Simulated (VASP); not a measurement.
Write the native input for VASP 6.6.1 that does the following.

```
Task                   : single point
Functional             : vdW-DF
Potentials or basis    : VASP PAW PBE potentials, release 64 (Mo_sv, S)
Cutoff                 : 520 eV
k mesh                 : 8 × 8 × 2
Occupations            : fermi-dirac, width 0.05 eV
Spin                   : no spin polarisation
Further INCAR settings : ALGO = Fast; EDIFF = 1e-06; NBANDS = 35
```

The structure of MoS2 lies in POSCAR:

```
MoS2
1.0
    3.1610000000      0.0000000000      0.0000000000
   -1.5805000000      2.7375063014      0.0000000000
    0.0000000000      0.0000000000     15.9835000000
Mo S
2 4
Direct
    0.3333333333      0.6666666667      0.2500000000
    0.6666666667      0.3333333333      0.7500000000
    0.6666666667      0.3333333333      0.3479134733
    0.6666666667      0.3333333333      0.1520865267
    0.3333333333      0.6666666667      0.8479134733
    0.3333333333      0.6666666667      0.6520865267
```

The cell was built by a generator and needn't be a form met in nature.

One way to write it, as run:

INCAR

```
PREC = Accurate
ENCUT = 520
EDIFF = 1E-6
ISMEAR = -1
SIGMA = 0.05
LREAL = False
LASPH = True
NELM = 80
ALGO = Fast
ISIF = 2
LWAVE = False
LCHARG = True
GGA = RE
LUSE_VDW = True
AGGAC = 0.0
LELF = True
LVHAR = True
NBANDS = 35
```

KPOINTS

```
regular mesh
0
Gamma
  8 8 2
```

Potentials or basis: VASP PAW PBE potentials, release 64 (Mo_sv, S).

Launch:

```bash
$ cat potpaw_PBE.64/Mo_sv/POTCAR potpaw_PBE.64/S/POTCAR > POTCAR
$ mpirun -np 1 vasp_std > vasp.out
```

It gave:

```yaml
Pressure: 5.4 GPa
Largest_force: 0.655 eV/Å
Band_gap_on_the_k_mesh: 1.85 eV, indirect (least direct gap 2.04 eV)
```

Caveat: the PAW data sets were made with another functional, which shifts forces and pressure a little.

Wall time 2.1 min on 1 thread of Intel(R) Xeon(R) 6975P-C (Granite Rapids), on a shared host, peak memory 0.64 GiB.
